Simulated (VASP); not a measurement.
An input for Quantum ESPRESSO's pw.x (written as the equivalent of a VASP run, and not itself run):

```
&CONTROL
  calculation = 'scf'
  pseudo_dir = './pseudo'
  outdir = './out'
  tprnfor = .true.
  tstress = .true.
/
&SYSTEM
  ibrav = 0
  nat = 3
  ntyp = 2
  ecutwfc = 84
  occupations = 'smearing'
  smearing = 'gaussian'
  degauss = 0.003675
  input_dft = 'pbe'
/
&ELECTRONS
  conv_thr = 7.3e-09
  electron_maxstep = 100
/
ATOMIC_SPECIES
  Hf 178.490 Hf.upf
  O 15.999 O.upf
CELL_PARAMETERS angstrom
     0.0000000    2.5362096    2.5362096
     2.5362096    0.0000000    2.5362096
     2.5362096    2.5362096    0.0000000
ATOMIC_POSITIONS crystal
  Hf   0.0000000  0.0000000  0.0000000
  O    0.2500000  0.2500000  0.2500000
  O    0.7500000  0.7500000  0.7500000
K_POINTS automatic
  8 8 8 0 0 0
```

Task: Translate this input to VASP (INCAR, KPOINTS, POSCAR, choice of POTCAR).

Result: One answer among several that fit: 
### KPOINTS
```
Regular mesh
0
gamma
 8 8 8
0 0 0
```

**INCAR**
```
! general
SYSTEM   =  HfO2
PREC     =  Accurate
ENCUT    =  600
LREAL    =  F
LASPH    =  T

! electronic loop
EDIFF    =  1E-7
NELM     =  100
ALGO     =  Normal
LMAXMIX  =  6

! smearing
ISMEAR   =  0
SIGMA    =  0.05

! functional
GGA      =  PE

! ions
ISIF     =  2

! output
LWAVE    =  F
LCHARG   =  F
```

File POSCAR:
```
HfO2
1
    0.0000000000     2.5362095691     2.5362095691
    2.5362095691     0.0000000000     2.5362095691
    2.5362095691     2.5362095691     0.0000000000
Hf O
1 2
Direct
  0.0000000000   0.0000000000   0.0000000000
  0.2500000000   0.2500000000   0.2500000000
  0.7500000000   0.7500000000   0.7500000000
```

POTCAR, in this order: Hf_pv O (PBE.64 set). Program: vasp_std.

The two are equivalent in intent, not identical: the potentials are each code's own (VASP's PAW set, PseudoDojo norm-conserving files in pw.x), so ENCUT and ecutwfc are chosen apart and not converted; conv_thr bounds pw.x's estimated SCF error, while EDIFF bounds the energy change between steps.

The compound is HfO2 in the fluorite structure, the high-temperature cubic form, which is unstable at 0 K; the monoclinic form is the stable one. It was relaxed first.
